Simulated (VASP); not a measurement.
Wanted: the native input for a VASP 6.6.1 run.

```yaml
Task: relaxation of the atoms
Functional: PBE
Dispersion: MBD
Potentials_or_basis: VASP PAW PBE potentials, release 64 (Ag, F)
Cutoff: 520 eV
k_mesh: 9 × 7 × 1
Occupations: fermi-dirac, width 0.05 eV
Spin: no spin polarisation
Dipole_correction: yes
Atoms_held_fixed_from_0: "[0]"
Further_INCAR_settings: ALGO = Normal; EDIFF = 1e-06; IBRION = 2; EDIFFG = -0.02; NSW = 60
```

The structure of AgF lies in POSCAR:

```
AgF
1.0
    3.1221000000      0.0000000000      0.0000000000
    0.0000000000      4.1428800000      0.0000000000
    0.0000000000      0.0000000000     23.8000000000
Ag F
1 1
Selective dynamics
Direct
    0.0000000000      0.5000000000      0.2941200000  F F F
    0.0000000000      0.0000000000      0.2941200000  T T T
```

The cell was built by a generator and needn't be a form met in nature.

One way to write it, as run:

INCAR

```
PREC = Accurate
ENCUT = 520
EDIFF = 1E-6
ISMEAR = -1
SIGMA = 0.05
LREAL = F
LASPH = T
NELM = 80
ALGO = Normal
ISIF = 2
LWAVE = F
LCHARG = F
LDIPOL = T
IDIPOL = 3
DIPOL = 0.5 0.5 0.294
GGA = PE
IVDW = 202
IBRION = 2
NSW = 60
EDIFFG = -0.02
```

KPOINTS

```
Automatic mesh
0
Gamma
  9 7 1
```

Potentials or basis: VASP PAW PBE potentials, release 64 (Ag, F).

Launch:

```console
$ cat potpaw_PBE.64/Ag/POTCAR potpaw_PBE.64/F/POTCAR > POTCAR
$ mpirun -np 1 vasp_std > vasp.out
```

Results of the run:

```
Band gap on the k mesh     : 1.10 eV, indirect (least direct gap 3.20 eV)
Hirshfeld charges          : Ag +0.30; F -0.30 e
Dispersion energy per atom : -0.070 eV
```

Caveat: the relaxation stopped at its first step, so nothing moved.

Run time: 94 s on 1 thread of Intel(R) Xeon(R) Platinum 8488C (Sapphire Rapids), on a shared host, peak memory 0.4 GiB.
